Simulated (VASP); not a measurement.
A run of VASP 6.6.1 is set up as follows.

Contents of INCAR:

```
SYSTEM = Y3F
PREC = Accurate ; ENCUT = 600
EDIFF = 1E-7 ; ISMEAR = -1
SIGMA = 0.05 ; LREAL = .FALSE.
LASPH = .TRUE. ; NELM = 60
ALGO = Fast ; ISIF = 3
LWAVE = .FALSE. ; LCHARG = .FALSE.
GGA = B5 ; ALDAX = 1.0
AGGAX = 1.0 ; AGGAC = 1.0
ALDAC = 0.0 ; IVDW = 12
VDW_S6 = 1.0 ; VDW_S8 = 2.6996
VDW_A1 = 0.4298 ; VDW_A2 = 4.2359
IBRION = 2 ; NSW = 60
EDIFFG = -0.01
```

KPOINTS

```
regular mesh
0
G
  4 4 6
  0 0 0
```

The input POSCAR:

```
Y3F
1.0
    6.2666500000      0.0000000000      0.0000000000
   -3.1333300000      5.4270800000      0.0000000000
    0.0000000000      0.0000000000      3.3619900000
Y F
3 1
Direct
    0.5000000000      0.0000000000      0.0000000000
    0.0000000000      0.5000000000      0.0000000000
    0.5000000000      0.5000000000      0.0000000000
    0.0000000000      0.0000000000      0.0000000000
```

Potentials or basis: VASP PAW PBE potentials, release 64 (Y_sv, F).

Launch:

```bash
$ cat potpaw_PBE.64/Y_sv/POTCAR potpaw_PBE.64/F/POTCAR > POTCAR
$ mpirun -np 1 vasp_std > vasp.out
```

(1) Estimate the relaxed volume.

(2) Estimate the dispersion energy per atom.

(3) Predict the band gap on the k mesh.

## Answers

(1) 26.22 Å³/atom.

(2) -0.654 eV.

(3) none (metal or under the smearing width).

Caveat: the PAW data sets were made with another functional, which shifts forces and pressure a little; pairwise dispersion overbinds metals, which lowers pressure and volume.
